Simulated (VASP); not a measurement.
CuI: energy against volume

CuI (zinc blende, F-43m, 27.966 Å³/atom and stress up to 0.13 GPa in the relaxed cell, cube axes along x, y and z) under an equal strain ε along all three axes. PBE in VASP (plane waves, PAW), 480 eV, 10×10×10 Γ-centred mesh, Gaussian smearing 0.05 eV; ions are relaxed, or left where forces stay under 0.02 eV/Å, within the symmetry of each cell.

Here V stands for volume and E for E less E0.

| volume (Å³/atom) | E less E0 (meV/atom) | pressure (GPa) |
|---|---|---|
| 26.3212 | 16.02 | 2.97 |
| 26.7262 | 9.29 | 2.17 |
| 27.1352 | 4.46 | 1.43 |
| 27.5484 | 1.39 | 0.75 |
| 27.9658 | 0.00 | 0.13 |
| 28.3874 | 0.18 | -0.45 |
| 28.8132 | 1.84 | -0.98 |
| 29.2433 | 4.86 | -1.48 |
| 29.6776 | 9.19 | -1.92 |
| 30.5590 | ? | ? |

Question: Using the third-order Birch-Murnaghan form, a cubic in V^(-2/3), estimate the missing E at V = 30.5590 from the other rows, showing the fit.

Answer: With u = V^(-2/3) - 0.1086, the rows have u = 0.0044133, 0.0032687, 0.0021417, 0.0010316, -0.0000620, -0.0011393, -0.0022006, -0.0032465, -0.0042768. Least squares gives E = 0.040 + 625.2·u + 662379·u² + 3728438·u³. Residuals (row less fit): -0.001, -0.001, 0.006, -0.004, -0.004, -0.002, 0.008, -0.004, 0.000; standard error 0.006 (degrees of freedom: 5). Its minimum lies at u = -0.0004738, so V0 = (0.1081262)^(-3/2) = 28.13. There d²E/du² = 1314000 and d³E/du³ = 2.237e7, so B0 = (4/9) × 28.13^(-7/3) × 1314000 × 0.160218 = 38.9 GPa (the last factor turns the table's units into GPa), and B0' = 4 + (2/3) × 0.1081262 × (2.237e7)/1314000 = 5.2. B0' rests on the cubic coefficient alone and has a standard error of 0.1 from these residuals. At the withheld row, u = -0.0062926, so E = 0.040 + 625.2 × (-0.0062926) + 662379 × (-0.0062926)² + 3728438 × (-0.0062926)³ = 21.405 meV/atom. The calculation gives 21.38 meV/atom, 0.025 meV/atom below the prediction (0.1 % of the range of E in the table). The row lies outside the fitted rows, so this is an extrapolation. The scatter of the fitted rows lies at the last printed digit.

Spin-orbit coupling is left out, which can shift these values for the heavy elements here. Other structures, which can take over under pressure, weren't tried. The same form fitted to the pressure column gives B0' = 5.1; series where the two differ by over 0.4 aren't shown. Rows are the converged runs of the series near zero and its far end, less any whose ions stayed unrelaxed beside relaxed ones; series whose fitted rows scatter by over a few per cent of the range, as at a crossing or softening among them, aren't shown in this form.
